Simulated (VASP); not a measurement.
A run of VASP 6.6.1 is set up as follows.

INCAR

```
PREC = Accurate
ENCUT = 600
EDIFF = 1E-7
ISMEAR = 0
SIGMA = 0.05
LREAL = False
LASPH = True
NELM = 100
ALGO = Normal
ISIF = 3
LWAVE = False
LCHARG = False
IBRION = 2
NSW = 60
EDIFFG = -0.01
```

Contents of KPOINTS:

```
regular mesh
0
Gamma
  5 5 5
```

Contents of POSCAR:

```
YTlS3
1.0
    5.3151700000      0.0000000000      0.0000000000
    0.0000000000      5.3151700000      0.0000000000
    0.0000000000      0.0000000000      5.3151700000
Y Tl S
1 1 3
Direct
    0.0000000000      0.0000000000      0.0000000000
    0.5000000000      0.5000000000      0.5000000000
    0.5000000000      0.0000000000      0.0000000000
    0.0000000000      0.5000000000      0.0000000000
    0.0000000000      0.0000000000      0.5000000000
```

Potentials or basis: VASP PAW LDA potentials, release 64 (Y_sv, Tl_d, S).

The run is started by

```bash
$ cat potpaw_LDA.64/Y_sv/POTCAR potpaw_LDA.64/Tl_d/POTCAR potpaw_LDA.64/S/POTCAR > POTCAR
$ mpirun -np 1 vasp_std > vasp.out
```

(1) Estimate the relaxed volume.

(2) Predict the band gap on the k mesh.

(3) Predict the space group after relaxing (to 0.05 Å).

Answers

(1) 27.41 Å³/atom.

(2) none (metal or under the smearing width).

(3) Pm-3m (No. 221).
